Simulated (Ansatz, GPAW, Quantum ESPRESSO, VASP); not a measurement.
# ScZn₃ (P6_3/mmc, 8 atoms in the cell) computed with different codes at matched settings

Self-consistent single point.

```
CELL_PARAMETERS angstrom
      5.80685     0.00000     0.00000
     -2.90342     5.02888     0.00000
      0.00000     0.00000     4.28978
ATOMIC_POSITIONS crystal
  Sc 0.33333 0.66667 0.75000
  Sc 0.66667 0.33333 0.25000
  Zn 0.84266 0.68533 0.75000
  Zn 0.15734 0.31467 0.25000
  Zn 0.15734 0.84266 0.25000
  Zn 0.84266 0.15734 0.75000
  Zn 0.31467 0.15734 0.75000
  Zn 0.68533 0.84266 0.25000
```

All programs got the same cell, k-point mesh and kind of occupations (in Ansatz's words: kpoints.mp_grid.grid = 5 5 5; scf.occupations.method = fermi_dirac; scf.occupations.width = 0.05 eV); potentials, basis and cutoffs are each program's usual ones.

```
code                                                                      model  pressure (GPa)  largest force (eV/Å)   cutoff
----------------  -------------------------------------------------------------  --------------  --------------------  -------
Ansatz                                      LDA (PW92), PAW files made with PBE           -3.55                 0.014  default
GPAW              LDA (Perdew-Wang 92), GPAW PAW datasets LDA (gpaw-data 1.0.1)           -3.71                 0.021   800 eV
VASP                               LDA (PZ), VASP's LDA PAW potentials (set 64)           -3.34                 0.001   300 eV
Quantum ESPRESSO            LDA (PZ), GBRV 1.5 ultrasoft (LDA) pseudopotentials           -4.01                 0.003    50 Ry
```

The spread over the programs that give each value: pressure within 0.67 GPa; largest force within 0.020 eV/Å.

The starting cell comes from a database of computed structures (which also holds hypothetical and non-ambient phases and stackings), without a prior relaxation at this level. Its lattice was rescaled by a random factor within 2.5 % of one. On Ansatz's run: In the base run, with a pressure of about -4 GPa the cell is away from its equilibrium volume at this level.

Question: Why do the programs differ, and what cannot be compared?

Answer: Differences of this kind can come from the potentials, where these differ, and from what each basis and cutoff leave unconverged. The valence holds different numbers of electrons (Ansatz (a quantum-chemistry and plane-wave program) 94, GPAW 94, VASP 94, Quantum ESPRESSO 142). The zero of total energies and Fermi levels follows the potentials and each program's conventions, so they are not compared here. Ansatz's pressure is given at a fixed set of plane waves, as the other plane-wave codes print theirs; with its correction for the finite basis it is -3.51 GPa. The same LDA comes in different parametrisations, which differ slightly.

VASP's run is marked for a possible Pulay error in its stress at this cutoff; no cutoff test was made.

Left out of this page: ABINIT and SIESTA (not drawn, or without a comparable value); FLEUR (with a known weakness of the program).

Keys are those of Ansatz 0.2.
